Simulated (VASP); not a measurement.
Crystal: Ga.

```
CELL_PARAMETERS angstrom
2.26150 -3.83050 0.00000
2.26150 3.83050 0.00000
0.00000 0.00000 4.52400
ATOMIC_POSITIONS crystal
Ga 0.84510 0.15490 0.08100
Ga 0.65490 0.34510 0.58100
Ga 0.15490 0.84510 0.91900
Ga 0.34510 0.65490 0.41900
```

| Item | Value |
| --- | --- |
| Program | VASP 6.6.1 |
| Task | relaxation of cell and atoms |
| Functional | PBEsol |
| Potentials or basis | VASP PAW PBE potentials, release 64 (Ga_d) |
| Cutoff | 600 eV |
| k mesh | 8 × 8 × 8 |
| Occupations | methfessel-paxton, width 0.1 eV |
| Spin | no spin polarisation |

At the start: pressure -1.6 GPa; volume 19.59 Å³/atom.

**Question.** How do energy, volume and symmetry change on relaxing?

**Answer.** Over 11 steps the energy falls by 3.2 meV/atom and the volume is 19.08 Å³/atom (-2.6 %); space group Cmce (No. 64, to 0.05 Å).

The path:
```tsv
step	energy change (eV)	largest force (eV/Å)	pressure (GPa)	volume (Å³)
1	0.0000	0.1184	-1.55	78.38
2	-0.0121	0.0280	-0.08	76.24
3	-0.0121	0.0247	0.11	76.11
4	-0.0121	0.0276	0.07	76.18
5	-0.0123	0.0233	0.10	76.18
6	-0.0126	0.0229	0.07	76.19
7	-0.0128	0.0126	-0.25	76.34
8	-0.0128	0.0150	-0.03	76.32
9	-0.0128	0.0130	-0.06	76.33
10	-0.0128	0.0120	-0.16	76.34
11	-0.0128	0.0091	-0.02	76.32
```

Final structure:
```xyz
4
Lattice="2.2393 -3.7938 0.0000 2.2393 3.7938 0.0000 0.0000 0.0000 4.4919" Properties=species:S:1:pos:R:3 pbc="T T T"
Ga    2.2393   -2.6123    0.3746
Ga    2.2393   -1.1815    2.6205
Ga    2.2393    2.6123    4.1173
Ga    2.2393    1.1815    1.8713
```

Caveat: the PAW data sets were made with another functional, which shifts forces and pressure a little.
